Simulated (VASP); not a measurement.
# YB6: structure and properties in VASP, part 2 of 6

Aim: relax YB6, then compute properties on the relaxed cell. The start is a computed cell from the Materials Project.

VASP 6.6.1; r2SCAN; plane waves and PAW (Y_sv, B).

Still holding for the runs below: This run has no spin polarisation. Its electron count is odd, so without a moment it is a metal by construction.

So far. Step 2 (Full relaxation (r2SCAN)): It ends with a largest force of 0.007 eV/Å and a pressure of 0.08 GPa.

### Step 3. Density, ELF and potential (r2SCAN)

A single point on the relaxed cell gives a clean self-consistent state, with density, ELF and potential written out.

Contents of INCAR:

```
SYSTEM = YB6
PREC = Accurate
ENCUT = 420
EDIFF = 1E-06
NELM = 100
ISMEAR = 0
SIGMA = 0.05
LREAL = .FALSE.
ALGO = Normal
METAGGA = R2SCAN
LASPH = .TRUE.
NBANDS = 21
LORBIT = 11
LWAVE = .FALSE.
LCHARG = .TRUE.
ISIF = 2
LELF = .TRUE.
LVHAR = .TRUE.
```

Contents of POSCAR:

```
YB6
1.0
    4.0905700020      0.0000000000      0.0000000000
    0.0000000000      4.0905700020      0.0000000000
    0.0000000000      0.0000000000      4.0905700020
Y B
1 6
Direct
    0.0000000000      0.0000000000      0.0000000000
    0.8010236738      0.5000000000      0.5000000000
    0.1989763262      0.5000000000      0.5000000000
    0.5000000000      0.5000000000      0.8010236738
    0.5000000000      0.5000000000      0.1989763262
    0.5000000000      0.1989763262      0.5000000000
    0.5000000000      0.8010236738      0.5000000000
```

Contents of KPOINTS:

```
Automatic mesh
0
Gamma
6 6 6
0 0 0
```

PAW data sets: Y_sv and B (PBE family, release 64).

Run with:

```
> mpirun -np 4 vasp_std
```

What it wrote:

```text
[banner, memory and clock lines left out]
running    4 mpi-ranks, on    1 nodes
 distrk:  each k-point on    4 cores,    1 groups
 distr:  one band on    1 cores,    4 groups

 POSCAR found type information on POSCAR Y B
 POSCAR found :  2 types and       7 ions
 [... a notice as in an earlier step ...]

 LDA part: xc-table for (None), standard interpolation
|                                                                             |
|           W    W    AA    RRRRR   N    N  II  N    N   GGGG   !!!           |
|           W    W   A  A   R    R  NN   N  II  NN   N  G    G  !!!           |
|           W    W  A    A  R    R  N N  N  II  N N  N  G       !!!           |
|           W WW W  AAAAAA  RRRRR   N  N N  II  N  N N  G  GGG   !            |
|           WW  WW  A    A  R   R   N   NN  II  N   NN  G    G                |
|           W    W  A    A  R    R  N    N  II  N    N   GGGG   !!!           |
|                                                                             |
|     The number of bands has been changed from the values supplied in        |
|     The orbitals not found in the WAVECAR file will be initialized with     |
|     random numbers, which is usually adequate. For correlated               |
|     calculations, however, you should redo the groundstate calculation.     |
|     I found NBANDS = 21. Now, NBANDS = 24.                                  |
|                                                                             |

 POSCAR, INCAR and KPOINTS ok, starting setup
 FFT: planning ... GRIDC
 FFT: planning ... GRID_SOFT
 FFT: planning ... GRID
 WAVECAR not read
 entering main loop
       N       E                     dE             d eps       ncg     rms          rms(c)
DAV:   1     0.467928243036E+02    0.46793E+02   -0.12296E+04   960   0.972E+02
DAV:   2    -0.759877610983E+02   -0.12278E+03   -0.11753E+03  1280   0.224E+02
DAV:   3    -0.804946528195E+02   -0.45069E+01   -0.44583E+01  1464   0.352E+01
DAV:   4    -0.805740970760E+02   -0.79444E-01   -0.79326E-01  1264   0.424E+00
DAV:   5    -0.805754718356E+02   -0.13748E-02   -0.13747E-02  1296   0.507E-01    0.155E+01
DAV:   6    -0.684481059049E+02    0.12127E+02   -0.76271E+00  1168   0.191E+01    0.123E+01
DAV:   7    -0.676022128724E+02    0.84589E+00   -0.49231E+00  1184   0.117E+01    0.108E+01
DAV:   8    -0.677182745321E+02   -0.11606E+00   -0.11090E+00  1024   0.570E+00    0.249E+00
DAV:   9    -0.675900981904E+02    0.12818E+00   -0.34937E-01  1104   0.326E+00    0.578E-01
DAV:  10    -0.675864619562E+02    0.36362E-02   -0.27750E-02  1128   0.896E-01    0.825E-01
DAV:  11    -0.675864375731E+02    0.24383E-04   -0.16952E-03  1208   0.241E-01    0.217E-01
DAV:  12    -0.675863780418E+02    0.59531E-04   -0.34390E-04  1208   0.996E-02    0.305E-02
DAV:  13    -0.675863807077E+02   -0.26659E-05   -0.39921E-05  1136   0.383E-02    0.154E-02
DAV:  14    -0.675863806360E+02    0.71687E-07   -0.24841E-06  1104   0.824E-03
   1 F= -.67586381E+02 E0= -.67585727E+02  d E =-.130733E-02
```

Wall time 34 s (4 MPI ranks of Intel Xeon Platinum 8488C (Sapphire Rapids), shared host); peak memory 0.54 GiB; 2.2 min of CPU time.

Parts of OUTCAR (step 3):

```text
  LATTYP: Found a simple cubic cell.
 ALAT       =     4.0905700020

The static configuration has the point symmetry O_h .

 Found     20 irreducible k-points:

   k-points           NKPTS =     20   k-points in BZ     NKDIM =     20   number of bands    NBANDS=     24

   ENCUT  =  420.0 eV  30.87 Ry    5.56 a.u.   6.84  6.84  6.84*2*pi/ulx,y,z

   NELECT =      29.0000    total number of electrons

 E-fermi :   6.8010

 k-point     1 :       0.0000    0.0000    0.0000
  band No.  band energies     occupation
    ...
     10      -0.9503      2.00000
     11      -0.9503      2.00000
     12       4.6135      2.00000
     13       4.6135      2.00000
     14       4.6135      2.00000
     15       7.8184      0.00000
     16       7.8184      0.00000
     17       7.8184      0.00000
     18       7.8524      0.00000
     19       7.8524      0.00000
    ...

 k-point     2 :       0.1667    0.0000    0.0000
  band No.  band energies     occupation
    ...
     11       0.4460      2.00000
     12       3.8764      2.00000
     13       3.8764      2.00000
     14       4.7462      2.00000
     15       5.9788      2.00000
     16       8.1068      0.00000
     17       8.6210      0.00000
     18       8.6210      0.00000
     19       9.5725      0.00000
     20       9.6791      0.00000
    ...

  Total        0.0346166      0.0346166      0.0346166     -0.0000000      0.0000000     -0.0000000
  in kB        0.8102951      0.8102951      0.8102951     -0.0000000      0.0000000     -0.0000000
  external PRESSURE =       0.8102951 kB  Pullay stress =       0.0000000 kB

  energy-cutoff  :      420.00
  volume of cell :       68.45
      direct lattice vectors                 reciprocal lattice vectors
     4.090570002  0.000000000  0.000000000     0.244464708  0.000000000  0.000000000
     0.000000000  4.090570002  0.000000000     0.000000000  0.244464708  0.000000000
     0.000000000  0.000000000  4.090570002     0.000000000  0.000000000  0.244464708

 POSITION                                       TOTAL-FORCE (eV/Angst)
 -----------------------------------------------------------------------------------
      0.00000      0.00000      0.00000        -0.000000      0.000000     -0.000000
      3.27664      2.04529      2.04529         0.007402     -0.000000     -0.000000
      0.81393      2.04529      2.04529        -0.007402      0.000000     -0.000000
      2.04529      2.04529      3.27664        -0.000000      0.000000      0.007402
      2.04529      2.04529      0.81393        -0.000000     -0.000000     -0.007402
      2.04529      0.81393      2.04529        -0.000000     -0.007402      0.000000
      2.04529      3.27664      2.04529        -0.000000      0.007402      0.000000
 -----------------------------------------------------------------------------------
    total drift:                               -0.000000      0.000000     -0.000000

  FREE ENERGIE OF THE ION-ELECTRON SYSTEM (eV)
  ---------------------------------------------------
  free  energy   TOTEN  =       -67.5863806360 eV

  energy  without entropy=      -67.5850733021  energy(sigma->0) =      -67.58572697

[... 5 parts as in an earlier step ...]

[... 5 further parts left out ...]
```

This step gave:

- SCF cycles: 14
- bands: 24
- pressure: 0.08103 GPa

Valence electrons inside each PAW sphere by angular momentum. Sphere charges, by row:

```csv
atom,s (e),p (e),d (e),f (e),tot (e)
Y1,2.092,6.179,0.854,0.055,9.181
B2,0.716,1.401,0,0,2.117
B3,0.716,1.401,0,0,2.117
B4,0.716,1.401,0,0,2.117
B5,0.716,1.401,0,0,2.117
B6,0.716,1.401,0,0,2.117
B7,0.716,1.401,0,0,2.117
```

Valence density in the ac plane at fractional y = 0.500, with atoms of B within 0.2 Å of it. It is the smooth field of the valence electrons, not physical close to the nuclei.

Ten even steps from '_' (0.1 e/Å³) to '@' (1.1 e/Å³), each cell a mean:
```
______..::++%%@@##==::______
______..--++**##**==::..____
____..::==++==--++++--::..__
..::::--++##****##**==--::::
======++############**++====
####++**####**++**####++**##
@@@@++==##**++==++##**--##@@
%%%%++++####++++**##**==**%%
++++++**######**######++++++
::::--==**##########++==--::
......::==**++==**++--::....
______..--++++++++==::..____
______..::++%%@@##==::______
______..::++%%@@##==..______
```
Columns run along a (4.1 Å), rows up along c (4.1 Å). Atoms in or near the plane, at fractional coordinates: B at (0.80, 0.50), B at (0.20, 0.50), B at (0.50, 0.80), B at (0.50, 0.20).

ELF in the ac plane at fractional y = 0.500, with atoms of B within 0.2 Å of it. It is the smooth field of the valence electrons, not physical close to the nuclei.

Values, 14 rows by 14 columns, each cell a mean:
```
0.10 0.12 0.21 0.38 0.62 0.76 0.83 0.84 0.81 0.73 0.53 0.33 0.16 0.11
0.15 0.17 0.27 0.41 0.54 0.52 0.38 0.33 0.44 0.54 0.51 0.38 0.22 0.16
0.33 0.34 0.43 0.56 0.62 0.45 0.08 0.02 0.20 0.52 0.62 0.52 0.38 0.33
0.56 0.52 0.53 0.66 0.76 0.65 0.27 0.15 0.43 0.70 0.74 0.62 0.51 0.53
0.80 0.69 0.48 0.57 0.76 0.73 0.52 0.43 0.61 0.76 0.70 0.52 0.54 0.73
0.90 0.75 0.27 0.24 0.54 0.60 0.43 0.36 0.51 0.61 0.43 0.20 0.44 0.81
0.94 0.76 0.11 0.02 0.28 0.43 0.29 0.23 0.36 0.43 0.15 0.02 0.33 0.84
0.93 0.76 0.17 0.10 0.41 0.51 0.36 0.29 0.43 0.52 0.27 0.08 0.38 0.83
0.84 0.71 0.44 0.50 0.72 0.71 0.51 0.43 0.60 0.73 0.65 0.45 0.52 0.76
0.67 0.60 0.55 0.66 0.79 0.72 0.41 0.28 0.54 0.76 0.76 0.62 0.54 0.62
0.38 0.38 0.46 0.59 0.66 0.50 0.10 0.02 0.24 0.57 0.66 0.56 0.41 0.38
0.20 0.22 0.33 0.46 0.55 0.44 0.17 0.11 0.27 0.48 0.53 0.43 0.27 0.21
0.11 0.13 0.22 0.38 0.60 0.71 0.76 0.76 0.75 0.69 0.52 0.34 0.17 0.12
0.09 0.11 0.20 0.38 0.67 0.84 0.93 0.94 0.90 0.80 0.56 0.33 0.15 0.10
```
Columns run along a (4.1 Å), rows up along c (4.1 Å). Atoms in or near the plane, at fractional coordinates: B at (0.80, 0.50), B at (0.20, 0.50), B at (0.50, 0.80), B at (0.50, 0.20).

Electrostatic potential energy in the ac plane at fractional y = 0.500, with atoms of B within 0.2 Å of it. With pseudopotentials it is smooth inside the atoms' cores, unlike the true potential.

Ten even steps from '_' (-29 eV) to '@' (1 eV), each cell a mean:
```
@@@@@@@@%%**::..--##@@@@@@@@
@@@@@@@@##::..==__==@@@@@@@@
@@@@@@@@##__++@@..::%%@@@@@@
@@@@%%%%##::..--__==%%%%@@@@
%%**--::++**::..==**==::==##
**::__..__++##****==__..__--
++__##@@__--####**..--@@==..
**__--++__==######::..++..::
%%++..__--**==--++**::__::**
@@%%######--______++######%%
@@@@@@@@##__++@@..::%%@@@@@@
@@@@@@@@##..--##__--%%@@@@@@
@@@@@@@@%%++____::**@@@@@@@@
@@@@@@@@@@%%**++**%%@@@@@@@@
```
Columns run along a (4.1 Å; values clipped at the 3rd and 97th percentile), rows up along c (4.1 Å). Atoms in or near the plane, at fractional coordinates: B at (0.80, 0.50), B at (0.20, 0.50), B at (0.50, 0.80), B at (0.50, 0.20).

In this run the pressure is 0.08 GPa, small enough to go on.

### Step 4. Band structure (r2SCAN)

Levels along the symmetry lines show where the bands peak and cross; KPOINTS_OPT computes them in the converged potential.

Contents of INCAR:

```
SYSTEM = YB6
PREC = Accurate
ENCUT = 420
EDIFF = 1E-06
NELM = 100
ISMEAR = 0
SIGMA = 0.05
LREAL = .FALSE.
ALGO = Normal
METAGGA = R2SCAN
LASPH = .TRUE.
NBANDS = 32
LORBIT = 11
LWAVE = .FALSE.
LCHARG = .FALSE.
KPAR = 4
```

POSCAR is that of step 3.

KPOINTS is that of step 3.

Contents of KPOINTS_OPT:

```
Line mode
12
Line-mode
Reciprocal
  0.00000000   0.00000000   0.00000000 GAMMA
  0.00000000   0.50000000   0.00000000 X

  0.00000000   0.50000000   0.00000000 X
  0.50000000   0.50000000   0.00000000 M

  0.50000000   0.50000000   0.00000000 M
  0.00000000   0.00000000   0.00000000 GAMMA

  0.00000000   0.00000000   0.00000000 GAMMA
  0.50000000   0.50000000   0.50000000 R

  0.50000000   0.50000000   0.50000000 R
  0.00000000   0.50000000   0.00000000 X

  0.50000000   0.50000000   0.00000000 M
  0.50000000   0.50000000   0.50000000 R
```

Run with:

```
> mpirun -np 4 vasp_std
```

What it wrote:

```text
[banner, memory and clock lines left out]
running    4 mpi-ranks, on    1 nodes
 distrk:  each k-point on    1 cores,    4 groups
 distr:  one band on    1 cores,    1 groups

 POSCAR found type information on POSCAR Y B
 POSCAR found :  2 types and       7 ions
 [... a notice as in an earlier step ...]

 LDA part: xc-table for (None), standard interpolation
 POSCAR, INCAR and KPOINTS ok, starting setup
 FFT: planning ... GRIDC
 FFT: planning ... GRID_SOFT
 FFT: planning ... GRID
 WAVECAR not read
 entering main loop
       N       E                     dE             d eps       ncg     rms          rms(c)
DAV:   1     0.388027961218E+02    0.38803E+02   -0.11773E+04  1280   0.734E+02
DAV:   2    -0.763566344273E+02   -0.11516E+03   -0.10966E+03  1616   0.191E+02
DAV:   3    -0.805028644692E+02   -0.41462E+01   -0.40963E+01  1800   0.280E+01
DAV:   4    -0.805744900730E+02   -0.71626E-01   -0.71559E-01  1544   0.338E+00
DAV:   5    -0.805754973477E+02   -0.10073E-02   -0.10072E-02  1696   0.379E-01    0.155E+01
DAV:   6    -0.684771195909E+02    0.12098E+02   -0.46665E+00  1488   0.143E+01    0.124E+01
DAV:   7    -0.675901907970E+02    0.88693E+00   -0.28064E+00  1488   0.839E+00    0.102E+01
DAV:   8    -0.677790427720E+02   -0.18885E+00   -0.79071E-01  1408   0.448E+00    0.154E+00
DAV:   9    -0.675897301175E+02    0.18931E+00   -0.26144E-01  1512   0.281E+00    0.478E-01
DAV:  10    -0.675868862266E+02    0.28439E-02   -0.26221E-02  1576   0.720E-01    0.100E+00
DAV:  11    -0.675865032955E+02    0.38293E-03   -0.13724E-03  1584   0.174E-01    0.380E-01
DAV:  12    -0.675863894658E+02    0.11383E-03   -0.46683E-04  1512   0.106E-01    0.957E-02
DAV:  13    -0.675863800639E+02    0.94018E-05   -0.62060E-05  1488   0.385E-02    0.274E-02
DAV:  14    -0.675863805866E+02   -0.52269E-06   -0.25176E-06  1592   0.751E-03
   1 F= -.67586381E+02 E0= -.67585727E+02  d E =-.130737E-02
 Start KPOINTS_OPT (optional k-point list driver)
k-point batch [1-20\72]
       N       E                     dE             ncg
DAV:   1    -0.175614594582E+04   -0.10375E+05     1288
DAV:   2    -0.396791634475E+04   -0.22118E+04     1608
DAV:   3    -0.404787425407E+04   -0.79958E+02     1784
DAV:   4    -0.404914685695E+04   -0.12726E+01     1552
DAV:   5    -0.404916465642E+04   -0.17799E-01     1632
DAV:   6    -0.404916489835E+04   -0.24193E-03     1560
DAV:   7    -0.404916490206E+04   -0.37153E-05     1608
DAV:   8    -0.404916490213E+04   -0.65501E-07     1064
[...]
k-point batch [61-72\72]
       N       E                     dE             ncg
DAV:   1     0.502292615357E+04   -0.11954E+05      768
DAV:   2     0.364890092288E+04   -0.13740E+04      968
DAV:   3     0.359774330123E+04   -0.51158E+02     1080
DAV:   4     0.359696232769E+04   -0.78097E+00      848
DAV:   5     0.359695228425E+04   -0.10043E-01      968
DAV:   6     0.359695214049E+04   -0.14376E-03      888
DAV:   7     0.359695213815E+04   -0.23338E-05      920
DAV:   8     0.359695213811E+04   -0.40429E-07      608
```

Elapsed: 64 s, on 4 MPI ranks; peak memory 0.78 GiB; 4.2 min of CPU time.

Parts of OUTCAR (step 4):

```text
The static configuration has the point symmetry O_h .

 Found     20 irreducible k-points:

   k-points           NKPTS =     20   k-points in BZ     NKDIM =     20   number of bands    NBANDS=     32

   NELECT =      29.0000    total number of electrons

 E-fermi :   6.8009

 k-point     1 :       0.0000    0.0000    0.0000
  band No.  band energies     occupation
    ...
     10      -0.9506      2.00000
     11      -0.9506      2.00000
     12       4.6133      2.00000
     13       4.6133      2.00000
     14       4.6133      2.00000
     15       7.8182      0.00000
     16       7.8182      0.00000
     17       7.8182      0.00000
     18       7.8524      0.00000
     19       7.8524      0.00000
    ...

 k-point     2 :       0.1667    0.0000    0.0000
  band No.  band energies     occupation
    ...
     11       0.4458      2.00000
     12       3.8762      2.00000
     13       3.8762      2.00000
     14       4.7460      2.00000
     15       5.9787      2.00000
     16       8.1069      0.00000
     17       8.6208      0.00000
     18       8.6208      0.00000
     19       9.5727      0.00000
     20       9.6793      0.00000
    ...

  Total        0.0363464      0.0363464      0.0363464     -0.0000000      0.0000000      0.0000000
  in kB        0.8507859      0.8507859      0.8507859     -0.0000000      0.0000000      0.0000000
  external PRESSURE =       0.8507859 kB  Pullay stress =       0.0000000 kB

 POSITION                                       TOTAL-FORCE (eV/Angst)
 -----------------------------------------------------------------------------------
      0.00000      0.00000      0.00000        -0.000000      0.000000      0.000000
      3.27664      2.04529      2.04529         0.007334      0.000000      0.000000
      0.81393      2.04529      2.04529        -0.007334      0.000000     -0.000000
      2.04529      2.04529      3.27664        -0.000000      0.000000      0.007334
      2.04529      2.04529      0.81393        -0.000000      0.000000     -0.007334
      2.04529      0.81393      2.04529        -0.000000     -0.007334     -0.000000
      2.04529      3.27664      2.04529        -0.000000      0.007334      0.000000
 -----------------------------------------------------------------------------------
    total drift:                                0.000000      0.000000     -0.000000

  FREE ENERGIE OF THE ION-ELECTRON SYSTEM (eV)
  ---------------------------------------------------
  free  energy   TOTEN  =       -67.5863805866 eV

  energy  without entropy=      -67.5850732190  energy(sigma->0) =      -67.58572690

[... 8 parts as in an earlier step ...]

[... 5 further parts left out ...]
```

This step gave:

```yaml
bands: 32
pressure: 0.08508 GPa
```

The electronic bands at the labelled points (eV, zero at the Fermi level; # counts the bands kept, so #1 is VASP's band 7):

```
          point     #5     #6     #7     #8     #9   #10   #11   #12
              Γ  -7.75  -2.19  -2.19  -2.19   1.02  1.02  1.02  1.05
0.55 of the way  -5.16  -3.59  -3.59  -1.86  -1.77  1.68  1.69  1.69
              X  -4.29  -4.29  -3.70  -2.73  -1.53  1.20  1.20  1.60
0.55 of the way  -4.81  -4.71  -3.71  -3.46  -0.73  1.32  2.43  2.82
              M  -4.97  -4.97  -3.31  -3.31   1.54  1.54  1.92  2.32
0.55 of the way  -5.30  -4.68  -3.83  -2.69  -0.06  0.03  1.91  2.11
              Γ  -7.75  -2.19  -2.19  -2.19   1.02  1.02  1.02  1.05
0.45 of the way  -5.17  -4.75  -4.75  -3.80   1.00  1.00  2.31  2.32
              R  -6.39  -2.81  -2.81  -2.81   2.84  2.84  2.99  3.24
0.45 of the way  -5.77  -4.28  -4.20  -3.08   0.96  2.16  2.42  2.57
              X  -4.29  -4.29  -3.70  -2.73  -1.53  1.20  1.20  1.60
      jump to M  -4.97  -4.97  -3.31  -3.31   1.54  1.54  1.92  2.32
0.45 of the way  -5.72  -4.95  -2.98  -2.98   2.26  2.48  2.48  2.52
              R  -6.39  -2.81  -2.81  -2.81   2.84  2.84  2.99  3.24
```

The largest weight of each band there:

```csv
point,#5,#6,#7,#8,#9,#10,#11,#12
Γ,B 0.92,B 0.79,B 0.79,B 0.79,B 0.92,B 0.92,B 0.92,Y 0.81
X,B 0.89,B 0.89,B 0.97,Y 0.66,B 0.97,Y 0.63,Y 0.63,Y 1.00
M,B 0.78,B 0.78,B 0.99,B 0.99,B 0.67,B 0.67,Y 0.93,Y 0.93
Γ,B 0.92,B 0.79,B 0.79,B 0.79,B 0.92,B 0.92,B 0.92,Y 0.81
R,B 0.80,B 1.00,B 1.00,B 1.00,Y 1.00,Y 1.00,Y 1.00,Y 0.89
X,B 0.89,B 0.89,B 0.97,Y 0.66,B 0.97,Y 0.63,Y 0.63,Y 1.00
```

There is no gap at this level.

Of the bands kept, 1 crosses the Fermi level on this path.

(Continued in part 3 of 6.)

[Lines on the potential files, build, host, timing and source positions are cut from VASP's logs without a mark.]

[Logs are printed without paths, hosts, clocks, repeated set-up lines and the standing remarks that a program may print on its own settings, such as how far it seeks lower states.]

[Hosts, paths, dates, database ids (printed as entryN), source tags and the programs' standing remarks are cut or masked in the printed files.]

[Measured values are set beside computed ones only where the two were judged alike; some that the calculation misses by far are left out.]

[In band tables of VASP the shares of atoms and orbitals are scaled to a sum of 1 inside the atoms' spheres.]
